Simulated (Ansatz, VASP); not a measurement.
# LiCaCl3 in two plane-wave programs, part 2 of 3

One calculation is typed for both programs; each brings its own data sets and cutoff. How far apart do they land? The cell is invented: As first built, before any earlier steps moved the atoms (in the runner's words): it takes the KCaCl3 structure with some of its atoms replaced by other elements, volume scaled by an estimate. It may not be a known or stable phase. The cell is taken from a series of VASP runs on this material, whose earlier steps may have relaxed, scaled or displaced it; both programs get it as it stands.

VASP 6.6.1 and Ansatz 0.2.0.

So far: The starting structure; Ansatz: zone-centre phonons, LDA.

## (3) VASP: zone-centre phonons, LDA

Level of this step: LDA; plane waves and PAW (Ca_sv, Cl, Li_sv); invented cell (VASP).

The same cell, functional (in two slightly different forms) and mesh now go to VASP, with its own data sets and cutoff.

Lines of VASP's logs that name or quote its potential files are left out, and so is its time.

The input, INCAR:

```
SYSTEM = LiCaCl3
PREC = Accurate
ENCUT = 650
EDIFF = 1E-08
NELM = 100
ISMEAR = 0
SIGMA = 0.05
LREAL = .FALSE.
ALGO = Normal
GGA = CA
NBANDS = 23
LORBIT = 11
LWAVE = .FALSE.
LCHARG = .FALSE.
KPAR = 2
IBRION = 8
LEPSILON = .TRUE.
ISIF = 2
```

The input, POSCAR:

```
LiCaCl3
1.0
    5.1905172462      0.0000000000      0.0000000000
    0.0000000000      5.1905172462      0.0000000000
    0.0000000000      0.0000000000      5.1905172462
Ca Cl Li
1 3 1
Direct
    0.5000000000      0.5000000000      0.5000000000
    0.0000000000      0.5000000000      0.5000000000
    0.5000000000      0.0000000000      0.5000000000
    0.5000000000      0.5000000000      0.0000000000
    0.0000000000      0.0000000000      0.0000000000
```

The input, KPOINTS:

```
Automatic mesh
0
Gamma
5 5 5
0 0 0
```

The projector-augmented-wave data sets are Ca_sv, Cl and Li_sv (LDA family, release 64).

Command:

```sh
mpirun -np 2 vasp_std
```

The program printed:

```text
[banner, memory and clock lines left out]
running    2 mpi-ranks, on    1 nodes
 distrk:  each k-point on    1 cores,    2 groups
 distr:  one band on    1 cores,    1 groups

 POSCAR found type information on POSCAR CaClLi
 POSCAR found :  3 types and       5 ions
 LDA part: xc-table for (Slater(with rela. corr.)+CA(PZ))
 , standard interpolation
 POSCAR, INCAR and KPOINTS ok, starting setup
 FFT: planning ... GRIDC
 FFT: planning ... GRID_SOFT
 FFT: planning ... GRID
 WAVECAR not read
 entering main loop
       N       E                     dE             d eps       ncg     rms          rms(c)
DAV:   1     0.303497996873E+03    0.30350E+03   -0.16541E+04   460   0.156E+03
DAV:   2     0.551521305298E+01   -0.29798E+03   -0.28985E+03   617   0.338E+02
DAV:   3    -0.196429159463E+02   -0.25158E+02   -0.25063E+02   614   0.908E+01
DAV:   4    -0.213874309514E+02   -0.17445E+01   -0.17424E+01   897   0.194E+01
DAV:   5    -0.214118702419E+02   -0.24439E-01   -0.24438E-01   567   0.233E+00    0.540E+00
DAV:   6    -0.206757102109E+02    0.73616E+00   -0.10775E+00   600   0.437E+00    0.369E+00
DAV:   7    -0.204379882466E+02    0.23772E+00   -0.43572E-01   579   0.324E+00    0.154E+00
DAV:   8    -0.204100069352E+02    0.27981E-01   -0.72348E-02   741   0.163E+00    0.278E-01
DAV:   9    -0.204095702269E+02    0.43671E-03   -0.53928E-03   604   0.494E-01    0.171E-01
DAV:  10    -0.204097011045E+02   -0.13088E-03   -0.57712E-04   776   0.151E-01    0.307E-02
DAV:  11    -0.204096775710E+02    0.23534E-04   -0.19474E-04   601   0.115E-01    0.921E-03
DAV:  12    -0.204096802545E+02   -0.26835E-05   -0.23234E-05   763   0.259E-02    0.589E-03
DAV:  13    -0.204096804719E+02   -0.21738E-06   -0.10764E-06   610   0.818E-03    0.260E-03
DAV:  14    -0.204096806595E+02   -0.18754E-06   -0.15027E-07   661   0.272E-03    0.424E-04
DAV:  15    -0.204096806590E+02    0.45384E-09   -0.50885E-09   426   0.607E-04
   1 F= -.20409681E+02 E0= -.20409681E+02  d E =-.120543E-15
 Linear response reoptimize wavefunctions to high precision
DAV:   1    -0.204096806603E+02   -0.13397E-08   -0.24490E-09   465   0.317E-04
DAV:   2    -0.204096806604E+02   -0.19099E-10   -0.43231E-10   426   0.138E-04
 Linear response G [H, r] |phi>, progress :
  Direction:   1
       N       E                     dE             d eps       ncg     rms
RMM:   1    -0.118248177944E+03   -0.11825E+03    0.50460E+02   870   0.161E+02
RMM:   2    -0.108826355770E+03    0.94218E+01   -0.60038E+01   919   0.338E+01
RMM:   3    -0.109547339597E+03   -0.72098E+00   -0.65033E+00  1032   0.103E+01
RMM:   4    -0.109730953743E+03   -0.18361E+00   -0.12755E+00  1105   0.359E+00
RMM:   5    -0.109775104285E+03   -0.44151E-01   -0.26764E-01  1132   0.144E+00
RMM:   6    -0.109785889621E+03   -0.10785E-01   -0.76763E-02  1162   0.708E-01
RMM:   7    -0.109788848696E+03   -0.29591E-02   -0.27357E-02  1214   0.376E-01
RMM:   8    -0.109789666911E+03   -0.81821E-03   -0.11553E-01  1252   0.211E-01
RMM:   9    -0.109790012664E+03   -0.34575E-03   -0.20595E-02  1235   0.124E-01
RMM:  10    -0.109790131837E+03   -0.11917E-03    0.14979E-02  1223   0.758E-02
RMM:  11    -0.109790189558E+03   -0.57721E-04   -0.15356E-02  1199   0.470E-02
RMM:  12    -0.109790208640E+03   -0.19082E-04    0.28997E-03  1192   0.305E-02
RMM:  13    -0.109790222605E+03   -0.13965E-04   -0.90757E-03  1189   0.204E-02
RMM:  14    -0.109790225281E+03   -0.26755E-05    0.66967E-04  1185   0.145E-02
RMM:  15    -0.109790226515E+03   -0.12348E-05   -0.41069E-03  1183   0.107E-02
RMM:  16    -0.109790222708E+03    0.38079E-05    0.63522E-05  1176   0.856E-03
RMM:  17    -0.109790221292E+03    0.14153E-05   -0.12468E-03  1176   0.717E-03
RMM:  18    -0.109790222949E+03   -0.16567E-05   -0.24526E-04  1174   0.637E-03
RMM:  19    -0.109790221995E+03    0.95349E-06   -0.70595E-05  1164   0.585E-03
RMM:  20    -0.109790224493E+03   -0.24979E-05   -0.36856E-04  1166   0.555E-03
RMM:  21    -0.109790221523E+03    0.29700E-05   -0.71819E-05  1162   0.536E-03
RMM:  22    -0.109790225361E+03   -0.38381E-05   -0.23035E-04  1163   0.525E-03
RMM:  23    -0.109790222230E+03    0.31319E-05   -0.67481E-05  1164   0.518E-03
 Linear response G [H, r] |phi>, progress :
  Direction:   2
       N       E                     dE             d eps       ncg     rms
RMM:   1    -0.128123994132E+03   -0.12812E+03    0.44354E+02   899   0.166E+02
RMM:   2    -0.117363655495E+03    0.10760E+02   -0.68219E+01   910   0.362E+01
RMM:   3    -0.118309039112E+03   -0.94538E+00   -0.89751E+00  1055   0.113E+01
RMM:   4    -0.118637086966E+03   -0.32805E+00   -0.20686E+00  1147   0.428E+00
RMM:   5    -0.118704087994E+03   -0.67001E-01   -0.37515E-01  1166   0.166E+00
RMM:   6    -0.118719553680E+03   -0.15466E-01   -0.13325E-01  1190   0.807E-01
RMM:   7    -0.118723057781E+03   -0.35041E-02   -0.10965E-01  1227   0.415E-01
RMM:   8    -0.118724123718E+03   -0.10659E-02   -0.63540E-02  1253   0.234E-01
[...]
RMM:  23    -0.729784983840E+00    0.28728E-06    0.40582E-08  1882   0.358E-04    0.233E-04
RMM:  24    -0.729784454672E+00    0.52917E-06   -0.55929E-07  1865   0.343E-04    0.141E-04
RMM:  25    -0.729784047489E+00    0.40718E-06   -0.30725E-07  1894   0.344E-04    0.572E-05
RMM:  26    -0.729783556752E+00    0.49074E-06   -0.21348E-07  1696   0.317E-04    0.197E-05
[...]
force on displaced ion       1 direction 1 :  -6.803  -0.000  -0.000
 Born effective charge ion    1 direction 1 :   2.376   0.000   0.000
 Linear response progress:
  Degree of freedom:   2/  4
       N       E                     dE             d eps       ncg     rms          rms(c)
RMM:   1    -0.221979205197E+00   -0.22198E+00   -0.17432E-01  1725   0.213E+00
RMM:   2    -0.202669057271E+00    0.19310E-01   -0.18424E-02  1552   0.578E-01    0.100E-01
RMM:   3    -0.203477092793E+00   -0.80804E-03   -0.19723E-03  1667   0.164E-01    0.481E-02
RMM:   4    -0.204315507598E+00   -0.83841E-03   -0.63073E-04  1686   0.892E-02    0.155E-02
RMM:   5    -0.204202172921E+00    0.11333E-03   -0.14880E-04  1917   0.377E-02    0.122E-02
RMM:   6    -0.204195257003E+00    0.69159E-05   -0.43915E-05  1956   0.173E-02    0.366E-03
RMM:   7    -0.204264529624E+00   -0.69273E-04   -0.14805E-04  1840   0.915E-03    0.191E-03
RMM:   8    -0.204264415004E+00    0.11462E-06    0.32650E-06  2016   0.420E-03    0.126E-03
RMM:   9    -0.204266821256E+00   -0.24063E-05   -0.51907E-05  2025   0.217E-03    0.484E-04
RMM:  10    -0.204266807705E+00    0.13551E-07   -0.52738E-07  2040   0.124E-03    0.138E-04
RMM:  11    -0.204268171578E+00   -0.13639E-05   -0.97406E-06  1978   0.791E-04    0.530E-05
RMM:  12    -0.204268457531E+00   -0.28595E-06    0.53170E-07  2118   0.491E-04    0.569E-05
RMM:  13    -0.204268723609E+00   -0.26608E-06   -0.51513E-06  2035   0.350E-04    0.393E-05
RMM:  14    -0.204268523872E+00    0.19974E-06    0.29932E-08  2021   0.251E-04    0.171E-05
RMM:  15    -0.204268626629E+00   -0.10276E-06   -0.22998E-06  2086   0.189E-04    0.122E-05
RMM:  16    -0.204268714515E+00   -0.87886E-07   -0.32951E-07  2102   0.150E-04    0.700E-06
RMM:  17    -0.204268685780E+00    0.28735E-07   -0.37573E-07  2100   0.130E-04    0.995E-06
RMM:  18    -0.204268685336E+00    0.44377E-09   -0.22879E-07  2025   0.119E-04    0.109E-05
RMM:  19    -0.204268689464E+00   -0.41278E-08   -0.15276E-07  2004   0.113E-04    0.125E-05
RMM:  20    -0.204268709578E+00   -0.20114E-07   -0.18296E-07  2037   0.110E-04    0.736E-06
RMM:  21    -0.204268720688E+00   -0.11110E-07   -0.67543E-08  2069   0.108E-04    0.390E-06
RMM:  22    -0.204268722421E+00   -0.17331E-08    0.64096E-08  2046   0.106E-04    0.297E-06
 first order change of Fermi-energy  -0.84091E-03
 force on displaced ion       2 direction 1 :  -8.629   0.000   0.000
 Born effective charge ion    2 direction 1 :  -1.974   0.000   0.000
 Linear response progress:
  Degree of freedom:   3/  4
       N       E                     dE             d eps       ncg     rms          rms(c)
RMM:   1    -0.206506492311E+00   -0.20651E+00   -0.60449E-02  2647   0.199E+00
RMM:   2    -0.199070819689E+00    0.74357E-02   -0.13635E-02  2207   0.523E-01    0.585E-02
RMM:   3    -0.199445886420E+00   -0.37507E-03   -0.16089E-03  2335   0.153E-01    0.239E-02
RMM:   4    -0.199760862455E+00   -0.31498E-03   -0.13766E-04  2539   0.414E-02    0.155E-02
RMM:   5    -0.200067252190E+00   -0.30639E-03   -0.69374E-05  2493   0.271E-02    0.853E-03
RMM:   6    -0.199967592353E+00    0.99660E-04   -0.13771E-05  2724   0.119E-02    0.594E-03
RMM:   8    -0.200012536584E+00   -0.57621E-05    0.69922E-05  3048   0.260E-03    0.915E-04
RMM:   9    -0.200013273753E+00   -0.73717E-06    0.20462E-05  2984   0.140E-03    0.502E-04
RMM:  10    -0.200013372143E+00   -0.98390E-07    0.35196E-05  3240   0.706E-04    0.793E-05
RMM:  11    -0.200012558021E+00    0.81412E-06    0.27689E-07  3189   0.440E-04    0.497E-05
RMM:  12    -0.200012533345E+00    0.24676E-07    0.56075E-06  3342   0.264E-04    0.913E-06
RMM:  13    -0.200012573417E+00   -0.40072E-07    0.89079E-07  3345   0.186E-04    0.881E-06
RMM:  14    -0.200012721837E+00   -0.14842E-06    0.19483E-06  3289   0.143E-04    0.908E-06
RMM:  15    -0.200012674901E+00    0.46936E-07    0.10324E-06  3275   0.120E-04    0.917E-06
 first order change of Fermi-energy   0.13875E-01
 force on displaced ion       2 direction 2 :   0.000   0.107   0.000
 Born effective charge ion    2 direction 2 :   0.000  -0.882   0.000
 Linear response progress:
  Degree of freedom:   4/  4
       N       E                     dE             d eps       ncg     rms          rms(c)
RMM:   1    -0.145294720036E+00   -0.14529E+00   -0.10121E+00  1118   0.502E+00
RMM:   2    -0.148188608225E+00   -0.28939E-02   -0.17918E-02  1626   0.419E-01    0.169E-01
RMM:   3    -0.148093284204E+00    0.95324E-04   -0.40203E-03  1819   0.178E-01    0.885E-02
RMM:   4    -0.147667444269E+00    0.42584E-03   -0.10219E-04  1793   0.410E-02    0.122E-02
RMM:   5    -0.147660496936E+00    0.69473E-05   -0.22495E-05  1903   0.215E-02    0.229E-03
RMM:   6    -0.147731862026E+00   -0.71365E-04   -0.79814E-06  1869   0.104E-02    0.934E-04
RMM:   7    -0.147740961290E+00   -0.90993E-05   -0.67787E-06  1910   0.784E-03    0.461E-04
RMM:   8    -0.147742241604E+00   -0.12803E-05   -0.52043E-06  1977   0.633E-03    0.244E-04
RMM:   9    -0.147741464109E+00    0.77749E-06   -0.45637E-06  1980   0.552E-03    0.955E-05
RMM:  10    -0.147741184376E+00    0.27973E-06   -0.37101E-06  2013   0.495E-03    0.225E-05
RMM:  11    -0.147741685530E+00   -0.50115E-06   -0.30329E-06  2098   0.438E-03    0.270E-05
RMM:  12    -0.147741916966E+00   -0.23144E-06   -0.22782E-06  2057   0.384E-03    0.362E-05
RMM:  13    -0.147741944883E+00   -0.27917E-07   -0.20652E-06  2021   0.338E-03    0.898E-05
RMM:  14    -0.147742412365E+00   -0.46748E-06   -0.15005E-06  1960   0.299E-03    0.809E-05
RMM:  15    -0.147742552623E+00   -0.14026E-06   -0.14213E-06  2017   0.260E-03    0.129E-04
RMM:  16    -0.147742818943E+00   -0.26632E-06   -0.95411E-07  1952   0.228E-03    0.112E-04
RMM:  17    -0.147742701033E+00    0.11791E-06   -0.82539E-07  1950   0.200E-03    0.147E-04
RMM:  18    -0.147743097510E+00   -0.39648E-06   -0.58529E-07  1901   0.179E-03    0.156E-04
RMM:  19    -0.147743559594E+00   -0.46208E-06   -0.58145E-07  1948   0.158E-03    0.191E-04
RMM:  20    -0.147743649049E+00   -0.89455E-07   -0.44503E-07  2051   0.142E-03    0.177E-04
RMM:  21    -0.147743612698E+00    0.36351E-07   -0.41139E-07  1960   0.127E-03    0.195E-04
RMM:  22    -0.147743675016E+00   -0.62318E-07   -0.33888E-07  1940   0.115E-03    0.188E-04
 first order change of Fermi-energy   0.60601E-02
 force on displaced ion       5 direction 1 :   0.706  -0.000   0.000
 Born effective charge ion    5 direction 1 :   1.354   0.000   0.000
 Born effective charges drift removed
 Linear response finished
```

[end of part 2 of 3]

[Lines on the potential files, build, host, timing and source positions are cut from VASP's logs without a mark.]

[Logs are printed without paths, hosts, clocks, repeated set-up lines and the standing remarks that a program may print on its own settings, such as how far it seeks lower states.]

[Hosts, paths, dates, database ids (printed as entryN), source tags and the programs' standing remarks are cut or masked in the printed files.]
